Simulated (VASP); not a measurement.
**Ba2Os: single point with PBE**

The system is Ba2Os.

```
Ba Os
1.0
     2.22258   -3.06352    0.00000
     2.22258    3.06352    0.00000
     0.00000    0.00000    6.14723
Ba Os
2 1
Cartesian
  1.1113 1.5318 1.6264
  1.1113 -1.5318 4.5209
  0.0000 0.0000 0.0000
```

The cell was built by a generator and needn't be a form met in nature.

```
Program             : VASP 6.6.1
Task                : single point
Functional          : PBE
Potentials or basis : VASP PAW PBE potentials, release 64 (Ba_sv, Os)
Cutoff              : 520 eV
k mesh              : 7 × 7 × 5
Occupations         : fermi-dirac, width 0.05 eV
Spin                : no spin polarisation
```

```json
{"Pressure": "27.4 GPa", "Largest force": "3.909 eV/Å", "Band gap on the k mesh": "none (metal or under the smearing width)"}
```

Forces in eV/Å, atoms in the order of the input:
```
Ba   0.000  0.000  3.909
Ba   0.000  0.000 -3.909
Os   0.000  0.000  0.000
```

Stress tensor (GPa, compression positive):
```
17.50  0.00  0.00
 0.00 32.54  0.00
 0.00  0.00 32.08
```

Levels at points of the mesh, in eV from the Fermi level:
```
           k point  band 12  band 13  band 14  band 15  band 16  band 17
(0.00, 0.00, 0.00)    -2.06    -1.17    -1.15     1.31     1.66     2.27
```

Run time: 77 s on 1 thread of Intel(R) Xeon(R) Platinum 8375C CPU @ 2.90GHz (Ice Lake) (shared host), peak memory 0.24 GiB.

Caveat: so large a pressure means that the cell lies far from this level's equilibrium, or that cutoff or potentials fall short; forces of over 1 eV/Å show positions far from the minimum, so gaps and moduli don't describe the material at rest. The run has no spin-orbit coupling, so splittings on Ba, Os are missing.
